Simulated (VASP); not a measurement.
VASP ran on this input.

POSCAR:
```
MgS
1
    0.0000000000     2.4918819776     2.5957103933
    2.5957103933     0.0000000000     2.5957103933
    2.5957103933     2.4918819776     0.0000000000
Mg S
1 1
Direct
  1.0000000000   0.0000000000   0.0000000000
  0.5000000000   0.5000000000   0.5000000000
```

### KPOINTS
```
Regular mesh
0
Gamma
8 8 8
```

### INCAR
```
SYSTEM = MgS
ALGO = Normal
LWAVE = F
LMIXTAU = T
NELM = 100   ! most electronic steps
LCHARG = F
PREC = Accurate
ENCUT = 480
METAGGA = R2SCAN
LASPH = T   ! aspherical one-centre terms
SIGMA = 0.05   ! width (eV)
EDIFF = 1E-7
ISIF = 2   ! forces and stress, cell fixed
ISMEAR = 0
LREAL = F   ! projection in real space or not
```

POTCAR, in this order: Mg S (PBE.64 set). Program: vasp_std.

Problem. Translate this r2SCAN calculation to Ansatz.

Solution. One equivalent input (not run):
Ansatz 0.2 input:
```yaml
crystal:
  lattice:
    - [0.0000000, 2.4918820, 2.5957104]
    - [2.5957104, 0.0000000, 2.5957104]
    - [2.5957104, 2.4918820, 0.0000000]
  atoms:
    - { symbol: Mg, position: [1.0000000, 0.0000000, 0.0000000] }
    - { symbol: S, position: [0.5000000, 0.5000000, 0.5000000] }
kpoints:
  mp_grid: { grid: [8, 8, 8] }
hamiltonian:
  xc: r2scan
  pseudopotentials: { kind: paw }
scf:
  occupations: { method: gaussian, width: 0.05 }
  max_iter: 100
output: { forces: true, stress: true, eigenvalues: true }
```
Limits of the translation: each code has its own PAW files, so the cut-off isn't converted (ENCUT is set for VASP's; basis.ecutwfc is left out, and Ansatz then takes the one that its files recommend); Ansatz stops its SCF on the density residual and VASP on the energy change (EDIFF).

The compound is MgS in the rock salt structure. This cell was strained or had an atom moved on purpose.
